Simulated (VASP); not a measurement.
Data:

```
LiH
1.0
    0.00000     1.93391     1.93391
    1.93391     0.00000     1.93391
    1.93391     1.93391     0.00000
Li H
1 1
Cartesian
  0.00000   0.00000   0.00000
  1.93391   1.93391   1.93391
```

Method: PBE GGA with D3 dispersion (Becke-Johnson damping), VASP's PBE PAW potentials (set 64) (plane waves; VASP). Numerical set-up: 520 eV cut-off, Gaussian smearing of 0.050 eV, potentials Li_sv H.

Task: Give the energies of bands 2 to 4 at the high-symmetry points, in eV from the valence-band maximum.

Result: 
```
band      Γ      X      U      L      W
----  -----  -----  -----  -----  -----
2     -5.85   0.00  -0.61  -2.95  -0.29
3     17.53   2.89   4.12   5.19   5.35
4     19.02  11.35   7.97  14.62   5.35
```

The gap is direct, 2.89 eV, from the valence maximum at X to the conduction minimum at X.

The compound is LiH in the rock salt structure. It was relaxed first, which changed the volume by -15 %.
